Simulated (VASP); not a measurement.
All values below come from TPSS meta-GGA, VASP's PBE PAW potentials (set 64) (plane waves; VASP 6.6.1).

A VASP calculation is set up with these files.

INCAR:
```
SYSTEM  =  Br atom
PREC  =  Normal; ENCUT  =  520; LREAL  =  .False.
LASPH  =  .True.; ISYM  =  0
EDIFF  =  1E-6; NELM  =  200; ALGO  =  All
LMAXMIX  =  4; LMIXTAU  =  .True.
ISMEAR  =  0; SIGMA  =  0.01
METAGGA  =  TPSS
ISPIN  =  2; MAGMOM  =  1; NUPDOWN  =  1
LWAVE  =  .False.; LCHARG  =  .False.; LORBIT  =  10
```

### POSCAR
```
Br atom
26.0
  0.4615384615   0.0000000000   0.0000000000
  0.0000000000   0.4807692308   0.0000000000
  0.0000000000   0.0000000000   0.5000000000
Br
1
Cart
  0.0000000000   0.0000000000   0.0000000000
```

KPOINTS:
```
Automatic mesh
0
Gamma
1 1 1
0 0 0
```

POTCAR, in this order: Br (PBE.64 set). Program: vasp_gam. Read from the step before: WAVECAR.

Output of the run:

**OSZICAR**
```
       N       E                     dE             d eps       ncg     rms           ort
SDA:   1    -0.862014907909E+01   -0.86201E+01    0.00000E+00     8   0.395E-01   0.000E+00
CGA:   2    -0.863630340550E+01   -0.16154E-01   -0.16171E-01     8   0.103E-01  -0.698E-04
CGA:   3    -0.863952487823E+01   -0.32215E-02   -0.32264E-02     8   0.365E-02  -0.382E-04
CGA:   4    -0.864171975361E+01   -0.21949E-02   -0.20978E-02     8   0.375E-01   0.282E-03
SDA:   5    -0.865716211235E+01   -0.15442E-01   -0.44614E-02     8   0.356E+00   0.629E-01
CGA:   6    -0.872617977338E+01   -0.69018E-01   -0.73422E-01     8   0.767E-01   0.295E-01
CGA:   7    -0.875947522509E+01   -0.33295E-01   -0.31361E-01     8   0.156E-01   0.997E-02
CGA:   8    -0.876601212784E+01   -0.65369E-02   -0.65379E-02     8   0.530E-02  -0.387E-05
CGA:   9    -0.876753564079E+01   -0.15235E-02   -0.15236E-02     8   0.959E-03  -0.720E-05
CGA:  10    -0.876788459353E+01   -0.34895E-03   -0.34933E-03     8   0.246E-03  -0.414E-05
CGA:  11    -0.876797561007E+01   -0.91017E-04   -0.90763E-04     8   0.523E-04   0.282E-05
CGA:  12    -0.876799654392E+01   -0.20934E-04   -0.20874E-04     8   0.136E-04   0.573E-06
CGA:  13    -0.876800214812E+01   -0.56042E-05   -0.56567E-05     8   0.315E-05  -0.471E-06
CGA:  14    -0.876800326146E+01   -0.11133E-05   -0.11035E-05     8   0.564E-06   0.198E-06
CGA:  15    -0.876800351721E+01   -0.25574E-06   -0.25249E-06     8   0.139E-06   0.348E-07
   1 F= -.87680035E+01 E0= -.87680035E+01  d E =-.533938E-15  mag=     1.0000
```

**OUTCAR**
```
------------------------ aborting loop because EDIFF is reached ----------------------------------------
  FORCE on cell =-STRESS in cart. coord.  units (eV):
  Direction    XX          YY          ZZ          XY          YZ          ZX
  --------------------------------------------------------------------------------------
  Total       -0.0033929     -0.0039823     -0.0044718     -0.0002727     -0.0001703     -0.0000893
  in kB       -0.0027877     -0.0032720     -0.0036741     -0.0002241     -0.0001399     -0.0000734
  external PRESSURE =      -0.0032446 kB  Pullay stress =       0.0000000 kB
  volume of cell :     1950.00
      direct lattice vectors                 reciprocal lattice vectors
    12.000000000  0.000000000  0.000000000     0.083333333  0.000000000  0.000000000
     0.000000000 12.500000000  0.000000000     0.000000000  0.080000000  0.000000000
     0.000000000  0.000000000 13.000000000     0.000000000  0.000000000  0.076923077
 POSITION                                       TOTAL-FORCE (eV/Angst)
 -----------------------------------------------------------------------------------
      0.00000      0.00000      0.00000         0.000000      0.000000      0.000000
 -----------------------------------------------------------------------------------
    total drift:                                0.000000      0.000000      0.000000
  FREE ENERGIE OF THE ION-ELECTRON SYSTEM (eV)
  ---------------------------------------------------
  free  energy   TOTEN  =        -8.7680035172 eV

  energy  without entropy=       -8.7680035172  energy(sigma->0) =       -8.76800352

 total charge

# of ion       s       p       d       tot
------------------------------------------
    1        1.598   3.041   0.001   4.641

 magnetization (x)

# of ion       s       p       d       tot
------------------------------------------
    1        0.011   0.642   0.001   0.654
```
(Selected blocks of OUTCAR.)

**OUTCAR**
```
 val. band max:       -7.4467062840   @ k =   0.0000   0.0000   0.0000

 cond. band min:      -6.9840304861   @ k =   0.0000   0.0000   0.0000


 Fermi energy:        -7.7399077901

 spin component 1

 k-point     1 :       0.0000    0.0000    0.0000
  band No.  band energies     occupation
      1     -20.7182      1.00000
      2      -9.1093      1.00000
      3      -7.7945      1.00000
      4      -7.7942      1.00000
      5      -0.4079      0.00000
      6       0.5596      0.00000
      7       0.6589      0.00000
      8       0.7587      0.00000

 Fermi energy:        -7.3456963497

 spin component 2

 k-point     1 :       0.0000    0.0000    0.0000
  band No.  band energies     occupation
      1     -19.6920      1.00000
      2      -7.4469      1.00000
      3      -7.4467      1.00000
      4      -6.9840      0.00000
      5      -0.3219      0.00000
      6       0.6085      0.00000
      7       0.7327      0.00000
      8       0.7838      0.00000
```

The atom may not be in its lowest state.

The cell is a free atom in a box.
